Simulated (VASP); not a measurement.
Computed with PBEsol GGA, VASP's PBE PAW potentials (set 64) (plane waves; VASP).

VASP input:

POSCAR:
```
Re
1.0
  1.3746385398  -2.3809436799   0.0000000000
  1.3746385398   2.3809436799   0.0000000000
  0.0000000000   0.0000000000   4.4480099504
Re
2
Direct
  0.3333330000   0.6666670000   0.2500000000
  0.6666670000   0.3333330000   0.7500000000
```

### KPOINTS
```
Automatic mesh
0
Gamma
14 14 8
0 0 0
```

**INCAR**
```
# general
SYSTEM  = Re
PREC    = Accurate
ENCUT   = 480   # plane-wave cut-off (eV)
LREAL   = .FALSE.
LASPH   = .TRUE.   # aspherical one-centre terms

# electronic loop
EDIFF   = 1E-7
NELM    = 100   # most electronic steps
ALGO    = Normal   # blocked Davidson
LMAXMIX = 6

# smearing
ISMEAR  = 1   # Methfessel-Paxton
SIGMA   = 0.1   # width (eV)

# functional
GGA     = PS

# ions
ISIF    = 2

# output
LWAVE   = .FALSE.
LCHARG  = .FALSE.
```

POTCAR, in this order: Re (PBE.64 set). Program: vasp_std.

What VASP printed:

**OUTCAR**
```
 ion  position               nearest neighbor table
   1  0.333  0.667  0.250-   2 2.73   2 2.73   2 2.73   2 2.73   2 2.73   2 2.73
   2  0.667  0.333  0.750-   1 2.73   1 2.73   1 2.73   1 2.73   1 2.73   1 2.73
  LATTYP: Found a hexagonal cell.
 ALAT       =     2.7492769817
 C/A-ratio  =     1.6178835309
 Subroutine PRICEL returns:
 Original cell was already a primitive cell.
 Subroutine GETGRP returns: Found 24 space group operations
The static configuration has the point symmetry D_3d.
 The point group associated with its full space group is D_6h.
The dynamic configuration has the point symmetry D_3d.
 Subroutine INISYM returns: Found 24 space group operations
 Subroutine IBZKPT returns following result:
 Found    120 irreducible k-points:

 Following reciprocal coordinates:
            Coordinates               Weight
  0.000000  0.000000  0.000000      1.000000
  0.071429  0.000000  0.000000      6.000000
  0.142857  0.000000  0.000000      6.000000
  0.214286  0.000000  0.000000      6.000000
  0.285714  0.000000  0.000000      6.000000
  0.357143  0.000000  0.000000      6.000000
  0.428571  0.000000  0.000000      6.000000
  0.500000  0.000000  0.000000      3.000000
  0.071429  0.071429  0.000000      6.000000
  0.142857  0.071429  0.000000     12.000000
  0.214286  0.071429  0.000000     12.000000
  0.285714  0.071429  0.000000     12.000000
  0.357143  0.071429  0.000000     12.000000
  0.428571  0.071429  0.000000     12.000000
  0.142857  0.142857  0.000000      6.000000
  0.214286  0.142857  0.000000     12.000000
  0.285714  0.142857  0.000000     12.000000
  0.357143  0.142857  0.000000     12.000000
  0.428571  0.142857  0.000000      6.000000
  0.214286  0.214286  0.000000      6.000000
  0.285714  0.214286  0.000000     12.000000
  0.357143  0.214286  0.000000     12.000000
...
```

File OSZICAR:
```
       N       E                     dE             d eps       ncg     rms          rms(c)
DAV:   1     0.242464262764E+02    0.24246E+02   -0.66963E+03  4840   0.151E+03
DAV:   2    -0.226298853669E+02   -0.46876E+02   -0.40339E+02  4324   0.330E+02
DAV:   3    -0.279484482048E+02   -0.53186E+01   -0.43519E+01  4629   0.219E+02
DAV:   4    -0.282332319601E+02   -0.28478E+00   -0.25165E+00  4779   0.227E+01
DAV:   5    -0.282438174892E+02   -0.10586E-01   -0.95305E-02  4609   0.271E+00    0.454E+01
DAV:   6    -0.271297368037E+02    0.11141E+01   -0.11125E+00  4955   0.317E+01    0.189E+01
DAV:   7    -0.267537003019E+02    0.37604E+00   -0.79476E-01  5097   0.256E+01    0.573E-01
DAV:   8    -0.267404603552E+02    0.13240E-01   -0.10226E-02  5044   0.104E+00    0.171E-01
DAV:   9    -0.267395974575E+02    0.86290E-03   -0.56116E-04  4952   0.232E-01    0.379E-02
DAV:  10    -0.267395971984E+02    0.25908E-06   -0.50714E-05  4258   0.711E-02    0.571E-03
DAV:  11    -0.267865818289E+02   -0.46985E-01   -0.46986E-01  4227   0.208E-02    0.532E-02
DAV:  12    -0.267376272554E+02    0.48955E-01   -0.29624E+00  2430   0.514E-01    0.933E-03
DAV:  13    -0.267376272803E+02   -0.24868E-07   -0.31956E-08  2289   0.561E-03
   1 F= -.26737627E+02 E0= -.26737973E+02  d E =0.103611E-02
```

File OUTCAR:
```
------------------------ aborting loop because EDIFF is reached ----------------------------------------
  FORCE on cell =-STRESS in cart. coord.  units (eV):
  Direction    XX          YY          ZZ          XY          YZ          ZX
  --------------------------------------------------------------------------------------
  Total        0.0190951      0.0190951      0.0290874      0.0000000      0.0000000      0.0000000
  in kB        1.0507475      1.0507474      1.6005964      0.0000000      0.0000000      0.0000000
  external PRESSURE =       1.2340304 kB  Pullay stress =       0.0000000 kB
  volume of cell :       29.12
      direct lattice vectors                 reciprocal lattice vectors
     1.374638540 -2.380943680  0.000000000     0.363731982 -0.210000767  0.000000000
     1.374638540  2.380943680  0.000000000     0.363731982  0.210000767  0.000000000
     0.000000000  0.000000000  4.448009950     0.000000000  0.000000000  0.224819641
 POSITION                                       TOTAL-FORCE (eV/Angst)
 -----------------------------------------------------------------------------------
      1.37464      0.79365      1.11200        -0.000000     -0.000000      0.000000
      1.37464     -0.79365      3.33601         0.000000      0.000000      0.000000
 -----------------------------------------------------------------------------------
    total drift:                               -0.000000      0.000008     -0.000016
  FREE ENERGIE OF THE ION-ELECTRON SYSTEM (eV)
  ---------------------------------------------------
  free  energy   TOTEN  =       -26.7376272803 eV

  energy  without entropy=      -26.7386633881  energy(sigma->0) =      -26.73797265
```
(Selected blocks of OUTCAR.)

The compound is Re in the hcp structure. It was relaxed first.
